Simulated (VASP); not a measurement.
Input of a VASP 6.6.1 run:

INCAR

```
PREC = Accurate
ENCUT = 520
EDIFF = 1E-6
ISMEAR = 0
SIGMA = 0.1
LREAL = F
LASPH = T
NELM = 100
ALGO = Normal
ISIF = 2
LWAVE = F
LCHARG = F
NBANDS = 16
```

The input KPOINTS:

```
regular mesh
0
Gamma
  6 6 6
```

POSCAR

```
CaC2
1.0
   -1.8948765550      2.4432612300      2.6801311800
    1.8948765550     -2.4432612300      2.6801311800
    1.8948765550      2.4432612300     -2.6801311800
Ca C
1 2
Direct
    0.0000000000      0.0000000000      0.0000000000
    0.3712390700      0.5000000000      0.8712390700
    0.6287609300      0.5000000000      0.1287609300
```

Potentials or basis: VASP PAW LDA potentials, release 64 (Ca_sv, C).

Launch:

```console
$ cat potpaw_LDA.64/Ca_sv/POTCAR potpaw_LDA.64/C/POTCAR > POTCAR
$ mpirun -np 1 vasp_std > vasp.out
```

Problem. Predict the pressure.

Solution. -4.9 GPa.

Problem. What does it give for the largest force?

Solution. 0.381 eV/Å.

Problem. Predict the band gap on the k mesh.

Solution. 2.29 eV, indirect (least direct gap 2.53 eV).

Forces in eV/Å, atoms in the order of the input:
```
Ca   0.000  0.000  0.000
C    0.000  0.381  0.000
C    0.000 -0.381  0.000
```

Caveat: the standard files for N, O and F lose accuracy on very short bonds. A k mesh can miss the band edges.
